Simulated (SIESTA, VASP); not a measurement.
This is a calculation of Sn3Se for VASP 6.6.1. Atoms were shifted at random by some hundredths of an Å from the given cell, which wasn't relaxed again for these runs. The cell comes from a database or a generator and needn't be the stable form of this composition.

File INCAR:

```
SYSTEM = Sn3Se
ALGO     = Normal         ! electronic algorithm
EDIFF    = 1E-7           ! SCF threshold, eV
ENCUT    = 520            ! plane-wave cutoff, eV
GGA      = PS             ! functional
ISIF     = 2              ! what is computed and relaxed
ISMEAR   = -1             ! smearing method
LASPH    = .TRUE.         ! aspherical terms in the spheres
LCHARG   = .FALSE.        ! write CHGCAR
LREAL    = .FALSE.        ! projectors in reciprocal space
LWAVE    = .FALSE.        ! write WAVECAR
NBANDS   = 32             ! bands
NELM     = 80             ! most SCF steps
PREC     = Accurate       ! precision mode
SIGMA    = 0.05           ! smearing width, eV
```

KPOINTS

```
k-points
0
G
  6 6 6
  0 0 0
```

File POSCAR:

```
Sn3Se
1.0
    0.0000000000      3.7331380000      3.7331380000
    3.7331380000      0.0000000000      3.7331380000
    3.7331380000      3.7331380000      0.0000000000
Sn Se
3 1
Direct
    0.5035010000      0.4920830000      0.5075440000
    0.7520090000      0.7470480000      0.7516390000
    0.2511160000      0.2466780000      0.2499370000
   -0.0056230000     -0.0007370000     -0.0014700000
```

Potentials or basis: VASP PAW PBE potentials, release 64 (Sn_d, Se).

Command:

```console
$ cat potpaw_PBE.64/Sn_d/POTCAR potpaw_PBE.64/Se/POTCAR > POTCAR
$ mpirun -np 1 vasp_std > vasp.out
```

Question: Set up the same calculation for SIESTA 5.4.2. Potentials or basis there: files PseudoDojo sr-pbesol-0.4.1-standard, DZP (energy shift 0.003 Ry; two zetas on semicore shells).

Answer: As run (cutoffs and basis follow the program's own potentials, and thresholds, step limits or extra output files can differ):

File Sn3Se.fdf:

```
SystemName                      Sn3Se
SystemLabel                     Sn3Se
NumberOfSpecies                 2
NumberOfAtoms                   4
%block ChemicalSpeciesLabel
  1  50 Sn
  2  34 Se
%endblock ChemicalSpeciesLabel

LatticeConstant                 1.0 Ang
%block LatticeVectors
     0.0000000000     3.7331380000     3.7331380000
     3.7331380000     0.0000000000     3.7331380000
     3.7331380000     3.7331380000     0.0000000000
%endblock LatticeVectors
AtomicCoordinatesFormat         Fractional
%block AtomicCoordinatesAndAtomicSpecies
     0.5035010000     0.4920830000     0.5075440000  1  Sn
     0.7520090000     0.7470480000     0.7516390000  1  Sn
     0.2511160000     0.2466780000     0.2499370000  1  Sn
    -0.0056230000    -0.0007370000    -0.0014700000  2  Se
%endblock AtomicCoordinatesAndAtomicSpecies

%block kgrid.MonkhorstPack
    6   0   0  0.0
    0   6   0  0.0
    0   0   6  0.0
%endblock kgrid.MonkhorstPack
XC.Functional                   GGA
XC.Authors                      PBEsol
PAO.BasisSize                   DZP
PAO.EnergyShift                 0.003 Ry
Mesh.Cutoff                     500 Ry
OccupationFunction              FD
ElectronicTemperature           0.05 eV
MaxSCFIterations                120
SCF.MustConverge                false
SCF.Mixer.Method                Pulay
SCF.Mixer.Weight                0.25
SCF.Mixer.History               8
SCF.DM.Tolerance                5.0e-05
SCF.H.Tolerance                 1.0e-03 eV
WriteForces                     true
Charge.Mulliken                 end
%block PAO.Basis
  Sn 4
  n=5 0 2
    6.406 0.000
  n=5 1 2
    8.599 0.000
  n=4 2 2
    3.767 0.000
  n=5 2 1
    8.599
  Se 4
  n=4 0 2
    5.129 0.000
  n=4 1 2
    6.708 0.000
  n=3 2 2
    2.662 0.000
  n=4 2 1
    6.708
%endblock PAO.Basis
```

Potentials or basis: PseudoDojo 0.4 standard (PBEsol files), converted to PSML, two zetas on semicore shells, DZP (energy shift 0.003 Ry; two zetas on semicore shells).

Command:

```bash
$ siesta Sn3Se.fdf > Sn3Se.out 2>&1
```

Both were run:

|  | VASP | SIESTA |
| --- | --- | --- |
| Pressure | -3.2 GPa | -2.2 GPa |
| Largest force | 0.135 eV/Å | 0.155 eV/Å |

The potentials hold 48 and 58 valence electrons a cell.

VASP's potentials were made for PBE.

Pressure is positive in compression.
